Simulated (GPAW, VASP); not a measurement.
VASP ran on this input.

### KPOINTS
```
Regular mesh
0
G
 6 6 6
0 0 0
```

**INCAR**
```
! general
SYSTEM  = NiO
PREC    = Accurate
ENCUT   = 400   ! plane-wave cut-off (eV)
LREAL   = .False.
LASPH   = .True.   ! aspherical one-centre terms

! electronic loop
EDIFF   = 1E-6   ! SCF stop (eV)
NELM    = 100   ! most electronic steps
ALGO    = Normal
LMAXMIX = 4   ! l cut-off of mixed one-centre charges

! smearing
ISMEAR  = -1   ! Fermi-Dirac
SIGMA   = 0.02   ! width (eV)

! functional
GGA     = PE

! spin
ISPIN   = 2   ! spin-polarised
MAGMOM  = 2.0 -2.0 0.0 0.0

! ions
ISIF    = 2   ! forces and stress, cell fixed

! output
LWAVE   = .False.
LCHARG  = .False.
LORBIT  = 11
```

### POSCAR
```
NiO
5.0170450
  0.8164965632   0.4082482816   0.4082482816
  0.4082482816   0.8164965632   0.4082482816
  0.4082482816   0.4082482816   0.8164965632
Ni O
2 2
direct
  0.0000000000   0.0000000000   0.0000000000
  0.5000000000   0.5000000000   0.5000000000
  0.2500000000   0.2500000000   0.2500000000
  0.7500000000   0.7500000000   0.7500000000
```

POTCAR, in this order: Ni O (PBE.64 set). Program: vasp_std.

Question: Write an input for GPAW that does the same calculation.

Answer: One input that does it (PBE, GPAW PAW datasets PBE (gpaw-data 1.0.1)):
```
from ase import Atoms
from ase.units import GPa
from gpaw import GPAW

atoms = Atoms(['Ni', 'Ni', 'O', 'O'],
              cell=[[4.096400, 2.048200, 2.048200],
                    [2.048200, 4.096400, 2.048200],
                    [2.048200, 2.048200, 4.096400]],
              scaled_positions=[[0.000000, 0.000000, 0.000000],
                                [0.500000, 0.500000, 0.500000],
                                [0.250000, 0.250000, 0.250000],
                                [0.750000, 0.750000, 0.750000]],
              pbc=True)

atoms.set_initial_magnetic_moments([2.0, -2.0, 0.0, 0.0])

calc = GPAW(spinpol=True,
            mode={'name': 'pw', 'ecut': 900},
            xc='PBE',
            kpts={'size': (6, 6, 6), 'gamma': True},
            occupations={'name': 'fermi-dirac', 'width': 0.02},
            nbands=-6,
            convergence={'bands': -4},
            symmetry={'symmorphic': False, 'tolerance': 0.0005},
            maxiter=120)

atoms.calc = calc

energy = atoms.get_potential_energy()
print('Energy (eV):', round(energy, 6))
forces = atoms.get_forces()
print('Forces (eV/Ang):')
print(forces.round(5))
stress = atoms.get_stress()
print('Stress (GPa, Voigt):', (stress / GPa).round(4))
```
Both are inputs of real runs that ended normally. What can't carry over is the choice of potentials or basis and its cut-off, and each code's defaults.

The structure is a typed NiO crystal (Fm-3m). The cell was not relaxed at this level, and its volume differs by -5.9 % from the start's.
